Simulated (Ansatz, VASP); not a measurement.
# CdC2: VASP beside Ansatz

Aim: how closely do two programs agree when they are given the same cell, functional and k mesh? The cell is generated by rule, not measured, and may not be a known phase. The cell is taken from a series of runs on this material, whose earlier steps may have relaxed, scaled, displaced or heated it; both programs get it as it stands.

Program: Ansatz 0.2.0. Level of theory: plane waves, with VASP 6.6.1 beside it; zone-centre phonons at PBE. Results are calculated unless marked as measured.

The structure was built from a prototype and need not be the compound's stable phase.

### Step 1. The starting structure

The structure is orthorhombic, space group Pmn2_1 (No. 31). The conventional cell has a = 5.920 Å, b = 3.964 Å, c = 3.964 Å, α = 90.00°, β = 90.00°, γ = 90.00°. Nearest to Cd lie 4 C at 2.19 to 2.59 Å. Nearest to C lie 1 C at 1.25 Å and 2 Cd at 2.19 to 2.59 Å. Nearest to C lie 1 C at 1.25 Å and 2 Cd at 2.20 to 2.59 Å. Farther neighbours are not listed.

Structure file:

```xyz
6
Lattice="5.9203 0.0000 0.0000 0.0000 3.9644 0.0000 0.0000 0.0000 3.9643" Properties=species:S:1:pos:R:3 pbc="T T T"
Cd    0.0000    0.8619    2.0180
Cd    2.9602    3.1025    0.0358
C     0.0000    2.6032    3.3495
C     2.9602    0.4745    2.2541
C     0.0000    3.4899    0.2720
C     2.9602    1.3613    1.3673
```

### Step 2. VASP: zone-centre phonons, PBE

Second derivatives magnify differences that forces hide, and they need a tight electronic threshold.

Lines of VASP's logs that name or quote its potential files are left out, and so is its time.

The input, INCAR:

```
SYSTEM = CdC2
PREC = Accurate
ENCUT = 600
EDIFF = 1E-08
NELM = 120
ISMEAR = 0
SIGMA = 0.01
LREAL = .FALSE.
ALGO = Normal
GGA = PE
NBANDS = 26
LORBIT = 11
LWAVE = .FALSE.
LCHARG = .FALSE.
ISIF = 2
IBRION = 8
LEPSILON = .TRUE.
LASPH = .TRUE.
GGA_COMPAT = .FALSE.
EFERMI = MIDGAP
KPAR = 2
```

The input, POSCAR:

```
CdC2
1.0
    5.9203150559      0.0000000000      0.0000000000
    0.0000000000      3.9644499121      0.0000000000
    0.0000000000      0.0000000000      3.9643213079
Cd C
2 4
Direct
    0.0000000000      0.2174158645      0.5090318716
    0.5000000000      0.7825841355      0.0090318716
    0.0000000000      0.6566251810      0.8449016569
    0.5000000000      0.1196952958      0.5686057337
    0.0000000000      0.8803047042      0.0686057337
    0.5000000000      0.3433748190      0.3449016569
```

The input, KPOINTS:

```
Automatic mesh
0
Gamma
4 6 6
0 0 0
```

The projector-augmented-wave data sets are Cd and C (PBE family, release 64).

Started as:

```console
$ mpirun -np 2 vasp_std
```

Numbers of over 12 decimals in the logs are rounded to 6 here.

The program printed:

```text
[banner, memory and clock lines left out]
running    2 mpi-ranks, on    1 nodes
 distrk:  each k-point on    1 cores,    2 groups
 distr:  one band on    1 cores,    1 groups

 POSCAR found type information on POSCAR CdC
 POSCAR found :  2 types and       6 ions
 LDA part: xc-table for (Slater+PW92), standard interpolation
 POSCAR, INCAR and KPOINTS ok, starting setup
 FFT: planning ... GRIDC
 FFT: planning ... GRID_SOFT
 FFT: planning ... GRID
 WAVECAR not read
 entering main loop
       N       E                     dE             d eps       ncg     rms          rms(c)
DAV:   1     0.273738860721E+03    0.27374E+03   -0.21709E+04  2496   0.161E+03
DAV:   2    -0.194487490146E+02   -0.29319E+03   -0.28285E+03  2670   0.371E+02
DAV:   3    -0.386783454418E+02   -0.19230E+02   -0.19094E+02  3108   0.924E+01
DAV:   4    -0.389650248829E+02   -0.28668E+00   -0.28591E+00  2852   0.117E+01
DAV:   5    -0.389688829799E+02   -0.38581E-02   -0.38567E-02  3002   0.140E+00    0.151E+01
DAV:   6    -0.323334138477E+02    0.66355E+01   -0.12511E+01  3550   0.463E+01    0.105E+01
DAV:   7    -0.322481019711E+02    0.85312E-01   -0.83063E+00  2888   0.165E+01    0.525E+00
DAV:   8    -0.322420901282E+02    0.60118E-02   -0.84380E-01  2908   0.753E+00    0.124E+00
DAV:   9    -0.322128941963E+02    0.29196E-01   -0.13499E-01  2942   0.333E+00    0.273E-01
DAV:  10    -0.322141977943E+02   -0.13036E-02   -0.11109E-02  2650   0.681E-01    0.183E-01
DAV:  11    -0.322145207796E+02   -0.32299E-03   -0.27048E-03  3020   0.376E-01    0.759E-02
DAV:  12    -0.322143485074E+02    0.17227E-03   -0.13097E-03  2972   0.265E-01    0.209E-02
DAV:  13    -0.322143529002E+02   -0.43927E-05   -0.79380E-05  2914   0.734E-02    0.100E-02
DAV:  14    -0.322143525443E+02    0.35593E-06   -0.78767E-06  3060   0.164E-02    0.395E-03
DAV:  15    -0.322143525220E+02    0.22286E-07   -0.78219E-07  2848   0.499E-03    0.110E-03
DAV:  16    -0.322143524487E+02    0.73302E-07   -0.12756E-07  2966   0.237E-03    0.657E-04
DAV:  17    -0.322143524306E+02    0.18073E-07   -0.26841E-08  2236   0.117E-03    0.144E-04
DAV:  18    -0.322143524364E+02   -0.58258E-08   -0.16971E-09  1316   0.304E-04
   1 F= -.32214352E+02 E0= -.32214352E+02  d E =0.000000E+00
 Linear response reoptimize wavefunctions to high precision
DAV:   1    -0.322143524356E+02    0.81127E-09   -0.27605E-10  1328   0.115E-04
DAV:   2    -0.322143524357E+02   -0.50022E-10   -0.36446E-11  1290   0.393E-05
 Linear response G [H, r] |phi>, progress :
  Direction:   1
       N       E                     dE             d eps       ncg     rms
RMM:   1    -0.170044817128E+03   -0.17004E+03    0.53251E+01  4675   0.839E+01
RMM:   2    -0.169492030742E+03    0.55279E+00   -0.92510E+00  4057   0.181E+01
RMM:   3    -0.169669606211E+03   -0.17758E+00   -0.17005E-01  4147   0.234E+00
RMM:   4    -0.169678755637E+03   -0.91494E-02    0.60598E-03  4366   0.384E-01
RMM:   5    -0.169679948137E+03   -0.11925E-02    0.19404E-03  4417   0.783E-02
RMM:   6    -0.169680146676E+03   -0.19854E-03    0.43169E-04  4599   0.159E-02
RMM:   7    -0.169680182531E+03   -0.35856E-04    0.22877E-04  4716   0.448E-03
RMM:   8    -0.169680190915E+03   -0.83835E-05   -0.45522E-05  4259   0.191E-03
RMM:   9    -0.169680192757E+03   -0.18421E-05    0.23413E-05  3651   0.148E-03
RMM:  10    -0.169680193920E+03   -0.11634E-05    0.52293E-05  3153   0.138E-03
RMM:  11    -0.169680193776E+03    0.14402E-06    0.77082E-05  2793   0.136E-03
RMM:  12    -0.169680193562E+03    0.21479E-06    0.56268E-05  2717   0.136E-03
 Linear response G [H, r] |phi>, progress :
  Direction:   2
       N       E                     dE             d eps       ncg     rms
RMM:   1    -0.172336685075E+03   -0.17234E+03    0.10162E+02  5230   0.916E+01
RMM:   2    -0.168241813536E+03    0.40949E+01   -0.19204E+01  4003   0.232E+01
RMM:   3    -0.168183320838E+03    0.58493E-01   -0.99621E-01  4179   0.326E+00
RMM:   4    -0.168136658303E+03    0.46663E-01   -0.37780E-02  4376   0.558E-01
RMM:   5    -0.168132859704E+03    0.37986E-02    0.17701E-02  4464   0.114E-01
RMM:   6    -0.168133754505E+03   -0.89480E-03    0.97152E-03  4595   0.245E-02
RMM:   7    -0.168134386097E+03   -0.63159E-03    0.34210E-03  4666   0.644E-03
RMM:   8    -0.168134603752E+03   -0.21766E-03   -0.65928E-05  4302   0.239E-03
RMM:   9    -0.168134690945E+03   -0.87192E-04   -0.22210E-04  3362   0.158E-03
RMM:  10    -0.168134711363E+03   -0.20419E-04   -0.38939E-04  3179   0.138E-03
RMM:  11    -0.168134709213E+03    0.21504E-05   -0.50207E-04  2658   0.134E-03
RMM:  12    -0.168134708393E+03    0.81967E-06   -0.43822E-04  2448   0.133E-03
RMM:  13    -0.168134710627E+03   -0.22339E-05   -0.49612E-04  2413   0.133E-03
 Linear response G [H, r] |phi>, progress :
  Direction:   3
       N       E                     dE             d eps       ncg     rms
RMM:   1    -0.172477374419E+03   -0.17248E+03    0.97504E+01  5216   0.916E+01
[...]
RMM:   6    -0.432411201599E+00   -0.25617E-05   -0.31714E-07  4987   0.489E-03    0.905E-04
RMM:   7    -0.432415499616E+00   -0.42980E-05    0.11962E-08  5336   0.104E-03    0.295E-04
RMM:   8    -0.432416676627E+00   -0.11770E-05   -0.10207E-08  5192   0.378E-04    0.991E-05
RMM:   9    -0.432416837841E+00   -0.16121E-06   -0.13994E-09  5324   0.151E-04    0.355E-05
[...]
RMM:  11    -0.125991691271E+00   -0.99826E-07   -0.12002E-07  5405   0.445E-05    0.116E-05
RMM:  12    -0.125991695584E+00   -0.43132E-08   -0.53558E-08  5408   0.142E-05    0.494E-06
 first order change of Fermi-energy   0.69955E+00
 force on displaced ion       3 direction 2 :   0.000 -46.446 -41.295
 Born effective charge ion    3 direction 2 :   0.000  -0.952  -0.008
 Linear response progress:
  Degree of freedom:   6/  9
       N       E                     dE             d eps       ncg     rms          rms(c)
RMM:   1    -0.144556587740E+00   -0.14456E+00   -0.34464E-02  7493   0.168E+00
RMM:   2    -0.127897849813E+00    0.16659E-01   -0.91351E-03  4793   0.433E-01    0.341E-01
RMM:   3    -0.126299561414E+00    0.15983E-02   -0.67081E-03  4966   0.271E-01    0.156E-01
RMM:   4    -0.126546357837E+00   -0.24680E-03   -0.84479E-04  4911   0.103E-01    0.794E-02
RMM:   5    -0.126771308209E+00   -0.22495E-03   -0.21124E-04  5018   0.370E-02    0.320E-02
RMM:   6    -0.126832651105E+00   -0.61343E-04   -0.37312E-05  4853   0.131E-02    0.536E-03
RMM:   7    -0.126806559725E+00    0.26091E-04   -0.54045E-06  4629   0.510E-03    0.173E-03
RMM:   8    -0.126797102435E+00    0.94573E-05    0.13148E-06  5248   0.156E-03    0.317E-04
RMM:   9    -0.126797490197E+00   -0.38776E-06    0.23496E-07  4934   0.415E-04    0.118E-04
RMM:  10    -0.126797329476E+00    0.16072E-06    0.11636E-07  5248   0.145E-04    0.338E-05
RMM:  11    -0.126797447797E+00   -0.11832E-06   -0.42564E-08  5268   0.489E-05    0.102E-05
RMM:  12    -0.126797422316E+00    0.25481E-07   -0.78454E-08  5430   0.138E-05    0.352E-06
RMM:  13    -0.126797423461E+00   -0.11445E-08   -0.48222E-08  4784   0.655E-06    0.112E-06
 first order change of Fermi-energy   0.39478E+00
 force on displaced ion       3 direction 3 :   0.000 -41.269 -43.468
 Born effective charge ion    3 direction 3 :   0.000   0.223  -1.299
 Linear response progress:
  Degree of freedom:   7/  9
       N       E                     dE             d eps       ncg     rms          rms(c)
RMM:   1    -0.120635886903E+00   -0.12064E+00    0.25572E-02  8063   0.137E+00
RMM:   2    -0.119542340367E+00    0.10935E-02   -0.33969E-03  6262   0.266E-01    0.179E-01
RMM:   3    -0.119691197281E+00   -0.14886E-03   -0.76626E-04  6219   0.118E-01    0.927E-02
RMM:   4    -0.120118587809E+00   -0.42739E-03   -0.35846E-04  6273   0.789E-02    0.232E-02
RMM:   5    -0.120052767966E+00    0.65820E-04   -0.17092E-05  6453   0.205E-02    0.464E-03
RMM:   6    -0.120022396987E+00    0.30371E-04   -0.10777E-06  6696   0.455E-03    0.782E-04
RMM:   7    -0.120015989668E+00    0.64073E-05   -0.40713E-08  6604   0.875E-04    0.298E-04
RMM:   8    -0.120016571479E+00   -0.58181E-06   -0.67871E-09  6738   0.397E-04    0.777E-05
RMM:   9    -0.120016924527E+00   -0.35305E-06    0.24960E-10  6776   0.127E-04    0.291E-05
RMM:  10    -0.120017098635E+00   -0.17411E-06   -0.10031E-08  6784   0.429E-05    0.968E-06
RMM:  11    -0.120017117122E+00   -0.18486E-07   -0.28114E-08  6821   0.149E-05    0.326E-06
RMM:  12    -0.120017110866E+00    0.62561E-08   -0.13912E-08  6091   0.472E-06    0.411E-07
 first order change of Fermi-energy  -0.59457E-03
 force on displaced ion       4 direction 1 :  -2.278  -0.000  -0.000
 Born effective charge ion    4 direction 1 :  -1.205  -0.000   0.000
 Linear response progress:
  Degree of freedom:   8/  9
       N       E                     dE             d eps       ncg     rms          rms(c)
RMM:   1    -0.144579190906E+00   -0.14458E+00   -0.33374E-02  7516   0.168E+00
RMM:   2    -0.127898210904E+00    0.16681E-01   -0.75735E-03  4813   0.431E-01    0.342E-01
RMM:   3    -0.126364261010E+00    0.15339E-02   -0.62500E-03  4960   0.273E-01    0.156E-01
RMM:   4    -0.126633862813E+00   -0.26960E-03   -0.68518E-04  4915   0.102E-01    0.801E-02
RMM:   5    -0.126872377127E+00   -0.23851E-03   -0.99795E-05  5039   0.381E-02    0.324E-02
RMM:   6    -0.126945208981E+00   -0.72832E-04   -0.11890E-05  4895   0.133E-02    0.541E-03
RMM:   7    -0.126920403126E+00    0.24806E-04   -0.67979E-07  4638   0.512E-03    0.172E-03
RMM:   8    -0.126911768734E+00    0.86344E-05    0.12510E-07  5253   0.155E-03    0.319E-04
RMM:   9    -0.126911938898E+00   -0.17016E-06   -0.95814E-08  4962   0.406E-04    0.119E-04
RMM:  10    -0.126911815974E+00    0.12292E-06   -0.11970E-07  5231   0.140E-04    0.351E-05
RMM:  11    -0.126911901297E+00   -0.85323E-07   -0.21719E-07  5349   0.472E-05    0.108E-05
RMM:  12    -0.126911885530E+00    0.15767E-07   -0.98887E-08  5431   0.132E-05    0.475E-06
RMM:  13    -0.126911872575E+00    0.12956E-07   -0.17325E-08  4948   0.681E-06    0.128E-06
RMM:  14    -0.126911873493E+00   -0.91816E-09   -0.20544E-08  4120   0.247E-06    0.469E-07
 first order change of Fermi-energy   0.10120E+00
 force on displaced ion       4 direction 2 :   0.000 -43.318  41.078
 Born effective charge ion    4 direction 2 :   0.000  -1.305  -0.214
 Linear response progress:
  Degree of freedom:   9/  9
       N       E                     dE             d eps       ncg     rms          rms(c)
RMM:   1    -0.149643906861E+00   -0.14964E+00   -0.84030E-02  7443   0.166E+00
RMM:   2    -0.126796588341E+00    0.22847E-01   -0.50074E-03  4808   0.432E-01    0.344E-01
RMM:   3    -0.125476640368E+00    0.13199E-02   -0.53024E-03  4954   0.273E-01    0.161E-01
RMM:   4    -0.125837608861E+00   -0.36097E-03   -0.53064E-04  4986   0.107E-01    0.783E-02
RMM:   5    -0.126058857825E+00   -0.22125E-03    0.11146E-05  5035   0.344E-02    0.306E-02
RMM:   6    -0.126127232764E+00   -0.68375E-04    0.31042E-05  4836   0.123E-02    0.554E-03
RMM:   7    -0.126109256332E+00    0.17976E-04    0.11880E-05  4683   0.503E-03    0.179E-03
RMM:   8    -0.126101255521E+00    0.80008E-05    0.24989E-06  5245   0.170E-03    0.324E-04
RMM:   9    -0.126102096927E+00   -0.84141E-06   -0.23353E-07  5322   0.385E-04    0.134E-04
RMM:  10    -0.126101876820E+00    0.22011E-06   -0.25941E-07  5213   0.153E-04    0.348E-05
RMM:  11    -0.126101965621E+00   -0.88801E-07   -0.23678E-07  5412   0.472E-05    0.112E-05
RMM:  12    -0.126101946626E+00    0.18995E-07   -0.57545E-08  5398   0.149E-05    0.419E-06
RMM:  13    -0.126101942963E+00    0.36627E-08   -0.80568E-09  4872   0.647E-06    0.117E-06
 first order change of Fermi-energy  -0.16225E+00
 force on displaced ion       4 direction 3 :   0.000  41.098 -46.217
 Born effective charge ion    4 direction 3 :   0.000   0.017  -0.971
 Born effective charges drift removed
 Linear response finished
```

(Continued in part 2 of 3.)

[Lines on the potential files, build, host, timing and source positions are cut from VASP's logs without a mark.]

[Logs are printed without paths, hosts, clocks, repeated set-up lines and the standing remarks that a program may print on its own settings, such as how far it seeks lower states.]

[Hosts, paths, dates, database ids (printed as entryN), source tags and the programs' standing remarks are cut or masked in the printed files.]
